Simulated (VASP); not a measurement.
An input for Quantum ESPRESSO's pw.x (written as the equivalent of a VASP run, and not itself run):

```
&CONTROL
  calculation = 'scf'
  pseudo_dir = './pseudo'
  outdir = './out'
  tprnfor = .true.
  tstress = .true.
/
&SYSTEM
  ibrav = 0
  nat = 2
  ntyp = 2
  ecutwfc = 86
  occupations = 'smearing'
  smearing = 'gaussian'
  degauss = 0.0147
  input_dft = 'pbesol'
/
&ELECTRONS
  conv_thr = 7.3e-08
  electron_maxstep = 100
/
ATOMIC_SPECIES
  Y 88.906 Y.upf
  Se 78.971 Se.upf
CELL_PARAMETERS angstrom
     0.0000000    2.8783850    2.8783850
     2.8783850    0.0000000    2.8783850
     2.8783850    2.8783850    0.0000000
ATOMIC_POSITIONS crystal
  Y    0.4994290  0.5212060  0.4912310
  Se   0.0005710 -0.0212060  0.0087690
K_POINTS automatic
  8 8 8 0 0 0
```

Problem. Write the VASP files for the same calculation (PBEsol).

Solution. One answer among several that fit: 
File POSCAR:
```
YSe
1
    0.0000000000     2.8783850000     2.8783850000
    2.8783850000     0.0000000000     2.8783850000
    2.8783850000     2.8783850000     0.0000000000
Y Se
1 1
Direct
  0.4994290000   0.5212060000   0.4912310000
  0.0005710000  -0.0212060000   0.0087690000
```

### INCAR
```
SYSTEM = YSe
PREC = Accurate; ENCUT = 300; LREAL = .FALSE.
LASPH = .TRUE.
EDIFF = 1E-6; NELM = 100; ALGO = Normal
LMAXMIX = 4
ISMEAR = 0; SIGMA = 0.2
GGA = PS
ISIF = 2
LWAVE = .FALSE.; LCHARG = .FALSE.
```

### KPOINTS
```
Regular mesh
0
Gamma
8 8 8
0 0 0
```

POTCAR, in this order: Y_sv Se (PBE.64 set). Program: vasp_std.

What does not carry over: the potentials are each code's own (VASP's PAW set, PseudoDojo norm-conserving files in pw.x), so ENCUT and ecutwfc are chosen apart and not converted; conv_thr bounds pw.x's estimated SCF error, while EDIFF bounds the energy change between steps.

The structure comes from a computed database's YSe entry (Fm-3m); how it stands against other phases isn't given here. The cell was not relaxed at this level, atoms are displaced from their ideal sites.
